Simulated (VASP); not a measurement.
# CdSb2O4 (I4/mmm) in VASP: a series of runs, part 2 of 2

VASP 6.6.1.

## (4) Relaxation of cell and atoms, PBE

This run uses another cell than the first one, of the same volume but with other edges.

INCAR reads:

```
SYSTEM = CdSb2O4
PREC = Normal
ENCUT = 520
EDIFF = 1E-4
ISMEAR = 0
SIGMA = 0.15
LREAL = .False.
LASPH = .True.
NELM = 60
ALGO = Fast
ISIF = 3
LWAVE = .False.
LCHARG = .False.
GGA = PE
IBRION = 2
NSW = 24
EDIFFG = -0.08
KPAR = 4
```

KPOINTS reads:

```
Automatic mesh
0
Gamma
  5 5 5
  0 0 0
```

POSCAR reads:

```
CdSb2O4
1.0
   -2.1000000000      2.1000000000      6.5000000000
    2.1000000000     -2.1000000000      6.5000000000
    2.1000000000      2.1000000000     -6.5000000000
Cd Sb O
1 2 4
Direct
    0.0000000000      0.0000000000      0.0000000000
    0.6480000000      0.6480000000      0.0000000000
    0.3520000000      0.3520000000      0.0000000000
    0.5000000000      0.0000000000      0.5000000000
    0.0000000000      0.5000000000      0.5000000000
    0.7500000000      0.2500000000      0.5000000000
    0.2500000000      0.7500000000      0.5000000000
```

Run with:

```sh
cat potpaw_PBE.64/Cd/POTCAR potpaw_PBE.64/Sb/POTCAR potpaw_PBE.64/O/POTCAR > POTCAR
mpirun -np 4 vasp_std > vasp.out
```

It took 2.6 min on 4 MPI ranks of Intel Xeon Platinum 8259CL at 2.50GHz (Skylake/Cascade Lake), shared host; peak memory 0.28 GiB.

It converged, with:

```
Free energy                            : -34.2265 eV
Relaxed volume                         : 14.65 Å³/atom
Relaxed cell                           : a = 6.548 Å, b = 6.548 Å, c = 6.548 Å, α = 142.67°, β = 142.67°, γ = 53.82°
Space group after relaxing (to 0.05 Å) : I4/mmm (No. 139)
Energy gained by relaxing              : 83.6 meV/atom
Ionic steps                            : 7
Pressure after relaxing                : 0.2 GPa
Largest force after relaxing           : 0.007 eV/Å
Band gap on the k mesh                 : none (metal or under the smearing width)
```

Forces on the atoms (eV/Å):
```
Cd   0.000  0.000  0.000
Sb   0.000  0.000 -0.007
Sb   0.000  0.000  0.007
O    0.000  0.000  0.000
O    0.000  0.000  0.000
O    0.000  0.000  0.000
O    0.000  0.000  0.000
```

Stress tensor (GPa, compression positive):
```
0.09 0.00 0.00
0.00 0.09 0.00
0.00 0.00 0.43
```

Step by step:
```tsv
step	energy change (eV)	largest force (eV/Å)	pressure (GPa)	volume (Å³)
1	0.0000	1.2184	-7.50	114.66
2	-0.4754	0.0367	3.87	102.32
3	-0.4765	0.0638	3.04	103.14
4	-0.5815	0.1834	-0.86	104.06
5	-0.5828	0.1648	-0.52	103.98
6	-0.5861	0.0906	-0.34	103.32
7	-0.5852	0.0071	0.21	102.56
```

Final structure:
```
CELL_PARAMETERS angstrom
-2.09546 2.09546 5.83913
2.09546 -2.09546 5.83913
2.09546 2.09546 -5.83913
ATOMIC_POSITIONS crystal
Cd 0.00000 0.00000 0.00000
Sb 0.65234 0.65234 0.00000
Sb 0.34766 0.34766 0.00000
O 0.50000 0.00000 0.50000
O 0.00000 0.50000 0.50000
O 0.75000 0.25000 0.50000
O 0.25000 0.75000 0.50000
```

Levels at points of the mesh, in eV from the Fermi level:
```
           k point  band 20  band 21  band 22  band 23  band 24  band 25  band 26  band 27
(0.00, 0.00, 0.00)    -2.65    -2.42    -2.42    -2.20    -0.48     1.94     2.11     2.98
```

Caveat: the k mesh is coarse (spacing up to 0.42 Å⁻¹), so the values aren't converged; the relaxation stopped at a loose force limit of 0.08 eV/Å, so its end isn't a converged minimum. Spin-orbit coupling is left out, which matters for the levels of Sb.

## (5) Relaxation of cell and atoms, PBE

This run uses another cell than the first one, of 19.36 Å³/atom, 1.180 times its volume.

INCAR is that of step 4.

KPOINTS reads:

```
Automatic mesh
0
Gamma
  3 4 3
  0 0 0
```

POSCAR reads:

```
CdSb2O4
1.0
    6.1626269300      0.0000000000      0.0000000000
    0.0000000000      3.6100580800      0.0000000000
   -1.9514473900      0.0000000000      6.0908268500
Cd Sb O
1 2 4
Direct
    0.5000000000      0.0000000000      0.5000000000
    0.0000000000      0.0000000000      0.0000000000
    0.5000000000      0.5000000000      0.0000000000
    0.7620071800      0.5000000000      0.7611916100
    0.2558774700      0.0000000000      0.7675288900
    0.2379928200      0.5000000000      0.2388083900
    0.7441225300      0.0000000000      0.2324711100
```

Run with:

```sh
cat potpaw_PBE.64/Cd/POTCAR potpaw_PBE.64/Sb/POTCAR potpaw_PBE.64/O/POTCAR > POTCAR
mpirun -np 4 vasp_std > vasp.out
```

Run time: 87 s. Hardware: 4 MPI ranks of Intel Xeon Platinum 8259CL at 2.50GHz (Skylake/Cascade Lake), shared host; peak memory 0.2 GiB.

It converged, with:

* Free energy: -34.7422 eV
* Relaxed volume: 16.37 Å³/atom
* Relaxed cell: a = 5.863 Å, b = 3.587 Å, c = 5.756 Å, α = 90.00°, β = 108.83°, γ = 90.00°
* Space group after relaxing (to 0.05 Å): P2/m (No. 10)
* Energy gained by relaxing: 224.5 meV/atom
* Ionic steps: 11
* Pressure after relaxing: -0.1 GPa
* Largest force after relaxing: 0.055 eV/Å
* Band gap on the k mesh: none (metal or under the smearing width)

Forces on the atoms (eV/Å):
```
Cd   0.000  0.000  0.000
Sb   0.000  0.000  0.000
Sb   0.000  0.000  0.000
O   -0.030  0.000  0.046
O    0.008  0.000  0.013
O    0.030  0.000 -0.046
O   -0.008  0.000 -0.013
```

Stress tensor (GPa, compression positive):
```
-0.21  0.00  0.26
 0.00 -0.13  0.00
 0.26  0.00  0.06
```

The path:
| step | energy change (eV) | largest force (eV/Å) | pressure (GPa) | volume (Å³) |
| --- | --- | --- | --- | --- |
| 1 | 0.0000 | 1.7107 | -14.00 | 135.51 |
| 2 | -1.1294 | 0.5931 | 10.95 | 104.95 |
| 3 | -1.3779 | 0.6305 | 0.91 | 112.65 |
| 4 | -1.4648 | 0.4842 | 0.48 | 113.13 |
| 5 | -1.5522 | 0.2659 | -0.32 | 114.03 |
| 6 | -1.5549 | 0.2153 | -0.42 | 114.20 |
| 7 | -1.5646 | 0.0670 | 0.73 | 113.30 |
| 8 | -1.5647 | 0.0605 | 0.65 | 113.26 |
| 9 | -1.5687 | 0.1002 | -0.38 | 114.44 |
| 10 | -1.5688 | 0.0893 | -0.17 | 114.26 |
| 11 | -1.5717 | 0.0554 | -0.09 | 114.60 |

Final structure:
```yaml
crystal:
  lattice:
    - [5.86319, 0.00000, -0.00298]
    - [0.00000, 3.58743, 0.00000]
    - [-1.85513, 0.00000, 5.44934]
  atoms:
    - { symbol: Cd, position: [0.50000, 0.00000, 0.50000] }
    - { symbol: Sb, position: [0.00000, 0.00000, 0.00000] }
    - { symbol: Sb, position: [0.50000, 0.50000, 0.00000] }
    - { symbol: O, position: [0.75114, 0.50000, 0.76824] }
    - { symbol: O, position: [0.28999, 0.00000, 0.79130] }
    - { symbol: O, position: [0.24886, 0.50000, 0.23176] }
    - { symbol: O, position: [0.71001, 0.00000, 0.20870] }
```

Levels at points of the mesh, in eV from the Fermi level:
```
           k point  band 20  band 21  band 22  band 23  band 24  band 25  band 26  band 27
(0.00, 0.00, 0.00)    -3.22    -2.81    -2.77    -1.31    -0.28     0.59     2.78     3.42
(0.00, 0.50, 0.00)    -2.97    -2.60    -0.86     0.29     1.63     2.47     2.87     3.59
```

Caveat: the k mesh is coarse (spacing up to 0.44 Å⁻¹), so the values aren't converged; the volume moved by over 15 % at a fixed basis, so the end points are rough; the relaxation stopped at a loose force limit of 0.08 eV/Å, so its end isn't a converged minimum.

## (6) Relaxation of cell and atoms, PBE

This run uses another cell than the first one: it holds 14 atoms, not 7.

Changes to INCAR since step 5:

```diff
@@ -6,3 +6,3 @@
 SIGMA = 0.15
-LREAL = .False.
+LREAL = Auto
 LASPH = .True.
@@ -17,2 +17 @@
 EDIFFG = -0.08
-KPAR = 4
```

KPOINTS reads:

```
Automatic mesh
0
Gamma
  3 3 3
  0 0 0
```

POSCAR reads:

```
CdSb2O4
1.0
    0.0000000000      4.8500000000      4.8500000000
    4.8500000000      0.0000000000      4.8500000000
    4.8500000000      4.8500000000      0.0000000000
Cd Sb O
2 4 8
Direct
    0.2500000000      0.2500000000      0.2500000000
    0.0000000000      0.0000000000      0.0000000000
    0.1250000000      0.6250000000      0.6250000000
    0.6250000000      0.6250000000      0.1250000000
    0.6250000000      0.1250000000      0.6250000000
    0.6250000000      0.6250000000      0.6250000000
    0.3900000000      0.3900000000      0.3900000000
    0.3900000000      0.8300000000      0.3900000000
    0.8300000000      0.3900000000      0.3900000000
    0.3900000000      0.3900000000      0.8300000000
    0.4200000000      0.8600000000      0.8600000000
    0.8600000000      0.4200000000      0.8600000000
    0.8600000000      0.8600000000      0.8600000000
    0.8600000000      0.8600000000      0.4200000000
```

Potentials or basis: VASP PAW PBE potentials, release 64 (Cd, Sb, O).

Run with:

```sh
cat potpaw_PBE.64/Cd/POTCAR potpaw_PBE.64/Sb/POTCAR potpaw_PBE.64/O/POTCAR > POTCAR
mpirun -np 4 vasp_std > vasp.out
```

Wall time 94 s (4 MPI ranks of Intel Xeon Platinum 8259CL at 2.50GHz (Skylake/Cascade Lake), shared host); peak memory 0.16 GiB.

The run converged. Its results:

```
Free energy                            : -71.2349 eV
Relaxed volume                         : 16.45 Å³/atom
Relaxed cell                           : a = 6.880 Å, b = 6.880 Å, c = 6.880 Å, α = 60.00°, β = 60.00°, γ = 60.00°
Space group after relaxing (to 0.05 Å) : Fd-3m (No. 227)
Energy gained by relaxing              : 45.0 meV/atom
Ionic steps                            : 7
Pressure after relaxing                : -0.2 GPa
Largest force after relaxing           : 0.068 eV/Å
Band gap on the k mesh                 : 0.79 eV, indirect (least direct gap 1.09 eV)
```

Forces in eV/Å, atoms in the order of the input:
```
Cd   0.000  0.000  0.000
Cd   0.000  0.000  0.000
Sb   0.000  0.000  0.000
Sb   0.000  0.000  0.000
Sb   0.000  0.000  0.000
Sb   0.000  0.000  0.000
O   -0.040 -0.040 -0.040
O    0.040 -0.040  0.040
O   -0.040  0.040  0.040
O    0.040  0.040 -0.040
O    0.040 -0.040 -0.040
O   -0.040  0.040 -0.040
O    0.040  0.040  0.040
O   -0.040 -0.040  0.040
```

Step by step:
```csv
step,energy change (eV),largest force (eV/Å),pressure (GPa),volume (Å³)
1,0.0000,1.3622,4.69,228.17
2,-0.3826,0.2462,-4.84,244.28
3,-0.4297,0.5372,-3.27,240.09
4,-0.6171,0.0492,-1.24,234.15
5,-0.6261,0.1041,-0.82,232.42
6,-0.6263,0.0783,-0.80,232.64
7,-0.6304,0.0685,-0.16,230.31
```

Final structure:
```
CELL_PARAMETERS angstrom
0.00000 4.86514 4.86514
4.86514 0.00000 4.86514
4.86514 4.86514 0.00000
ATOMIC_POSITIONS crystal
Cd 0.25000 0.25000 0.25000
Cd 0.00000 0.00000 0.00000
Sb 0.12500 0.62500 0.62500
Sb 0.62500 0.62500 0.12500
Sb 0.62500 0.12500 0.62500
Sb 0.62500 0.62500 0.62500
O 0.38407 0.38407 0.38407
O 0.38407 0.84780 0.38407
O 0.84780 0.38407 0.38407
O 0.38407 0.38407 0.84780
O 0.40220 0.86593 0.86593
O 0.86593 0.40220 0.86593
O 0.86593 0.86593 0.86593
O 0.86593 0.86593 0.40220
```

Levels at points of the mesh, in eV from the valence-band top:
```csv
k point,band 44,band 45,band 46,band 47,band 48,band 49
"(0.00, 0.00, 0.00)",-0.72,-0.72,-0.72,0.95,1.24,1.24
```

Caveat: spin-orbit coupling is left out, which moves the levels of the heavy elements; an odd mesh through Γ misses points on the zone boundary, where band edges often lie; the relaxation stopped at a loose force limit of 0.08 eV/Å, so its end isn't a converged minimum.

## (7) Overview

| k mesh | mesh quality | gap on the mesh (eV) | pressure (GPa) | relaxed volume (Å³/atom) | largest force (eV/Å) |
| --- | --- | --- | --- | --- | --- |
| 4 × 4 × 4 | coarse | none | 0.3 | 14.60 | 0.02 |
| 5 × 5 × 5 | not flagged | 0.19 | -0.1 | 16.24 | 0.03 |
| 5 × 5 × 5 | coarse | none | 0.2 | 14.65 | 0.01 |
| 3 × 4 × 3 | coarse | none | -0.1 | 16.37 | 0.06 |
| 3 × 3 × 3 | not flagged | 0.79 | -0.2 | 16.45 | 0.07 |

Alike in all rows: task relaxation of cell and atoms; level PBE; potentials or basis VASP PAW PBE potentials, release 64 (Cd, Sb, O); no spin polarisation; cell relaxed; cutoff (eV) 520; smearing gaussian 0.15 eV.

Caveats: some runs use coarse meshes; the relaxation stopped at a loose force limit of 0.08 eV/Å, so its end isn't a converged minimum; spin-orbit coupling is left out, which moves the levels of the heavy elements (some runs); an odd mesh through Γ misses points on the zone boundary, where band edges often lie (some runs); the volume moved by over 15 % at a fixed basis, so the end points are rough (some runs).

Absolute energies hang on the potentials; compare differences alone.
